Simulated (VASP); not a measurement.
```yaml
crystal:
  lattice:
    - [1.48144, -4.70647, 0.00000]
    - [1.48144, 4.70647, 0.00000]
    - [0.00000, 0.00000, 3.08114]
  atoms:
    - { symbol: C, position: [0.63450, 0.36550, 0.25000] }
    - { symbol: C, position: [0.36550, 0.63450, 0.75000] }
    - { symbol: Ti, position: [0.86199, 0.13801, 0.25000] }
    - { symbol: Ti, position: [0.13801, 0.86199, 0.75000] }
```

Method: r2SCAN meta-GGA, VASP's PBE PAW potentials (set 64) (plane waves; VASP 6.6.1). Settings: 520 eV cut-off, 12×12×11 Γ-centred mesh, tetrahedra with Blöchl corrections, potentials C Ti_sv.

Task: Give the energies of bands 11 to 19 at the high-symmetry points, in eV from the Fermi level.

Result: 
```
band      Γ      Y     C0      Z     A0      T      S      R
----  -----  -----  -----  -----  -----  -----  -----  -----
11    -4.28  -3.98  -5.91  -4.78  -3.49  -5.97  -5.50  -3.44
12    -1.29  -2.48  -4.59  -4.78  -3.49  -5.97  -5.48  -3.44
13    -0.47  -1.29  -3.65  -3.32  -2.97  -3.04  -3.92  -2.18
14    -0.27  -0.29  -3.39  -3.32  -2.97  -3.04  -3.49  -2.18
15     0.04  -0.12  -2.98  -2.83  -0.53  -2.68  -3.06  -1.80
16     0.33   0.14  -1.55  -2.83  -0.53  -2.68  -1.11  -1.80
17     0.89   0.19   0.90   2.49  -0.24   2.48   1.01   0.88
18     0.97   1.42   2.03   2.49  -0.24   2.48   1.88   0.88
19     1.05   1.50   2.77   2.85   3.25   2.89   2.92   2.69
```

It has no gap at this level: it comes out as a metal or semimetal.

The structure was generated: TiC was put into the CrB type (Cmcm), which need not be its known phase. It was relaxed first.
